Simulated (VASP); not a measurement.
Input:

```yaml
crystal:
  lattice:
    - [1.80540, -3.12704, 0.00000]
    - [1.80540, 3.12704, 0.00000]
    - [0.00000, 0.00000, 6.13020]
  atoms:
    - { symbol: Ti, position: [0.00000, 0.00000, 0.00000] }
    - { symbol: Se, position: [0.33333, 0.66667, 0.25500] }
    - { symbol: Se, position: [0.66667, 0.33333, 0.74500] }
```

Computed with RPBE GGA, VASP's PBE PAW potentials (set 64) (plane waves; VASP 6.6.1). Run with 400 eV cut-off, 9×9×5 Γ-centred mesh, first-order Methfessel-Paxton smearing of 0.10 eV, potentials Ti_sv Se.

Q: Estimate the energy per atom (σ→0), pressure, band gap (on the k-mesh) with the smallest direct gap where there is one.

A: 
The band gap (on the k-mesh) is none (metal, semimetal or under 0.01 eV). The energy per atom (σ→0) is -5.694 eV/atom. The pressure is -1.04 GPa.

Only differences to runs with the same potentials and settings are physical.

The compound is TiSe2 in the 1T layered structure. The cell was not relaxed at this level. The run is one of a series of settings (GGA = RP against the base run), some of them coarse on purpose.
